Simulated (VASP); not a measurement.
HfB2 (AlB2 type): the lattice constant c from VASP (plane waves, PAW) at several levels of theory. Static lattice.

```csv
level,lattice constant c (Å)
LDA,3.429
PBE,3.487
PBEsol,3.450
SCAN,3.469
r2SCAN,3.478
```

The cell of the LDA run:

```
HfB2
1.0
    1.55220    -2.68848     0.00000
    1.55220     2.68848     0.00000
    0.00000     0.00000     3.42883
Hf B
1 2
Direct
  0.00000   0.00000   0.00000
  0.33333   0.66667   0.50000
  0.66667   0.33333   0.50000
```

Only levels that ran to the end are used. Left out are those held back, those with too coarse a band path, GW runs whose mesh misses a band edge, hybrids' fits of cells that aren't cubic and levels without matching references; a question may draw on a part of the rest.

The compound is HfB2 in the AlB2 type structure.
